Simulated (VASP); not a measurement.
Output of a VASP run:

OSZICAR:
```
       N       E                     dE             d eps       ncg     rms          rms(c)
DAV:   1     0.295791700267E+03    0.29579E+03   -0.20682E+04  1398   0.344E+03
DAV:   2     0.659627988659E+01   -0.28920E+03   -0.27886E+03  1418   0.576E+02
DAV:   3    -0.305782150125E+02   -0.37174E+02   -0.36699E+02  1494   0.163E+02
DAV:   4    -0.321659384019E+02   -0.15877E+01   -0.15819E+01  1802   0.345E+01
DAV:   5    -0.321922596456E+02   -0.26321E-01   -0.26306E-01  1494   0.418E+00    0.110E+01
DAV:   6    -0.278549820754E+02    0.43373E+01   -0.15610E+01  2438   0.625E+01    0.316E+00
DAV:   7    -0.279124584031E+02   -0.57476E-01   -0.17534E+00  1422   0.102E+01    0.261E+00
DAV:   8    -0.278738266689E+02    0.38632E-01   -0.32077E-01  2318   0.834E+00    0.912E-01
DAV:   9    -0.278503229097E+02    0.23504E-01   -0.12320E-01  2378   0.601E+00    0.265E-01
DAV:  10    -0.278511779106E+02   -0.85500E-03   -0.53163E-03  1650   0.863E-01    0.991E-02
DAV:  11    -0.278508770408E+02    0.30087E-03   -0.15125E-03  2140   0.768E-01    0.923E-03
DAV:  12    -0.278508974838E+02   -0.20443E-04   -0.20684E-04  1466   0.106E-01    0.143E-02
DAV:  13    -0.278508922625E+02    0.52213E-05   -0.18403E-05  1920   0.647E-02    0.344E-03
DAV:  14    -0.278508925371E+02   -0.27459E-06   -0.33774E-06  1418   0.142E-02
   1 F= -.22548535E+02 E0= -.22548535E+02  d E =-.225485E+02
       N       E                     dE             d eps       ncg     rms          rms(c)
DAV:   1    -0.301042436435E+02   -0.22534E+01   -0.37551E+01  1646   0.142E+02    0.105E+01
DAV:   2    -0.278885864319E+02    0.22157E+01   -0.57713E+00  1814   0.777E+01    0.469E+00
DAV:   3    -0.273377190637E+02    0.55087E+00   -0.92294E-01  2154   0.184E+01    0.120E+00
DAV:   4    -0.273029906662E+02    0.34728E-01   -0.11992E-01  1660   0.350E+00    0.764E-01
DAV:   5    -0.272727094403E+02    0.30281E-01   -0.32588E-02  2330   0.237E+00    0.912E-02
DAV:   6    -0.272728981470E+02   -0.18871E-03   -0.58998E-03  1472   0.968E-01    0.747E-02
DAV:   7    -0.272728984592E+02   -0.31219E-06   -0.30711E-04  1928   0.149E-01    0.527E-02
DAV:   8    -0.272729236836E+02   -0.25224E-04   -0.43303E-05  1872   0.729E-02    0.359E-02
DAV:   9    -0.272729011805E+02    0.22503E-04   -0.49801E-05  2060   0.521E-02    0.111E-02
DAV:  10    -0.272729006510E+02    0.52943E-06   -0.41311E-06  1486   0.148E-02
   2 F= -.22464453E+02 E0= -.22464453E+02  d E =0.840819E-01
       N       E                     dE             d eps       ncg     rms          rms(c)
DAV:   1    -0.287085854831E+02   -0.14357E+01   -0.15669E+01  1626   0.104E+02    0.603E+00
DAV:   2    -0.279681803919E+02    0.74041E+00   -0.17914E+00  1894   0.362E+01    0.301E+00
DAV:   3    -0.277289747004E+02    0.23921E+00   -0.53801E-01  2100   0.182E+01    0.581E-01
DAV:   4    -0.277204205876E+02    0.85541E-02   -0.76453E-02  1332   0.266E+00    0.501E-01
DAV:   5    -0.277145213453E+02    0.58992E-02   -0.48342E-03  2014   0.627E-01    0.374E-01
DAV:   6    -0.277082923201E+02    0.62290E-02   -0.65100E-03  1738   0.139E+00    0.498E-02
DAV:   7    -0.277082644590E+02    0.27861E-04   -0.42241E-04  1836   0.264E-01    0.225E-02
DAV:   8    -0.277082569147E+02    0.75443E-05   -0.93522E-05  2156   0.847E-02    0.462E-03
DAV:   9    -0.277082563547E+02    0.56004E-06   -0.55865E-06  1856   0.529E-02
   3 F= -.22599740E+02 E0= -.22599740E+02  d E =-.512045E-01
```

File OUTCAR:
```
------------------------ aborting loop because EDIFF is reached ----------------------------------------
  FORCE on cell =-STRESS in cart. coord.  units (eV):
  Direction    XX          YY          ZZ          XY          YZ          ZX
  --------------------------------------------------------------------------------------
  Total        5.0331472      5.0331471      5.0722727      0.0000000     -0.0000000      0.0000000
  in kB      197.0492585    197.0492529    198.5810315      0.0000000     -0.0000000      0.0000000
  external PRESSURE =      -2.4401523 kB  Pullay stress =     200.0000000 kB
  volume of cell :       40.92
      direct lattice vectors                 reciprocal lattice vectors
     1.536193197 -2.660764630  0.000000000     0.325479895 -0.187915907 -0.000000000
     1.536193197  2.660764630  0.000000000     0.325479895  0.187915907  0.000000000
     0.000000000 -0.000000000  5.006026209     0.000000000  0.000000000  0.199759242
  FREE ENERGIE OF THE ION-ELECTRON SYSTEM (eV)
  ---------------------------------------------------
  free  energy   TOTEN  =       -27.7082563547 eV

  energy  without entropy=      -27.7082563547  energy(sigma->0) =      -27.70825635
  enthalpy is  TOTEN    =       -22.5997395765 eV   P V=        5.1085167782

 reached required accuracy - stopping structural energy minimisation
```
(Selected blocks of OUTCAR.)

### POSCAR
```
GaN
1
    1.5554777387    -2.6941664365     0.0000000000
    1.5554777387     2.6941664365     0.0000000000
    0.0000000000     0.0000000000     5.0679389152
Ga N
2 2
Direct
  0.6666670000   0.3333330000   0.5001909547
  0.3333330000   0.6666670000   0.0001909547
  0.6666670000   0.3333330000   0.8768090453
  0.3333330000   0.6666670000   0.3768090453
```

Problem. Write an INCAR and KPOINTS that could have produced this output.

Solution. Several could match; the one computed here: the input of the run itself, LDA (Ceperley-Alder, Perdew-Zunger), plane waves, VASP's LDA PAW potentials (set 64).

### KPOINTS
```
Automatic mesh
0
Gamma
8 8 5
0 0 0
```

### INCAR
```
SYSTEM = GaN
PREC = Accurate
ENCUT = 620
EDIFF = 1E-6
NELM = 100
ALGO = Normal
LREAL = .FALSE.
LASPH = .TRUE.
ISMEAR = 0
SIGMA = 0.05
LMAXMIX = 4
LWAVE = .FALSE.
LCHARG = .FALSE.
IBRION = 2
ISIF = 3
NSW = 40
EDIFFG = -0.02
PSTRESS = 200
```

POTCAR, in this order: Ga_d N (LDA.64 set). Program: vasp_std.

Energy and stress use the plane-wave basis of the starting cell.

The compound is GaN in the wurtzite structure. This run relaxes it under an external pressure of 20 GPa. Symmetry was kept, so distortions that lower it aren't found.
